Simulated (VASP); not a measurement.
**ZnS: band gap against strain**

ZnS (wurtzite, P6_3mc, 19.215 Å³/atom and stress up to 0.29 GPa in the relaxed cell, c along z) under an equal strain ε along all three axes. PBEsol in VASP (plane waves, PAW), 480 eV, 12×12×6 Γ-centred mesh, Gaussian smearing 0.05 eV; ions are relaxed, or left where forces stay under 0.02 eV/Å, within the symmetry of each cell. Gaps are the smallest on the run's k-mesh, which can miss an edge that lies off it, without spin-orbit coupling; in all rows the valence edge lies at Γ and the conduction edge at Γ.

Here s stands for strain and Eg for gap.

```
strain (%)  gap (eV)
----------  --------
0.00           2.169
0.50           2.102
1.00           2.035
1.50           1.969
3.00               ?
```

### Question
Fit Eg against s with a straight line, and predict the withheld value at s = 3.00.

### Answer
Means: s 0.75000, Eg 2.0688. About the means, the sum of products is -0.16675 and the sum of squares of s is 1.2500; the slope is their ratio. Least squares gives Eg = 2.1688 - 0.13340·s. Residuals (row less fit): 0.0002, -0.0001, -0.0004, 0.0003; standard error 0.0004 (degrees of freedom: 2). Over these rows the gap moves by -13.34 ± 0.03 eV per unit strain, or -4.4 eV per unit of ln V. At the withheld row, Eg = 2.1688 - 0.13340 × 3.0 = 1.7686 eV. The calculation gives 1.780 eV, 0.0114 eV above the prediction (2.9 % of the range of Eg in the table). The row lies outside the fitted rows, so this is an extrapolation. The scatter of the fitted rows lies at the last printed digit.

A polynomial of degree 2 through the 6 other runs of the series gives 1.779 there, so most of the miss is curvature that the fit leaves out. ZnS is here the high-temperature form. Rows are the converged runs of the series near zero and its far end, less any whose ions stayed unrelaxed beside relaxed ones; series whose fitted rows scatter by over a few per cent of the range, as at a crossing or softening among them, aren't shown in this form. Most that stay on the fit to the last digits aren't either.
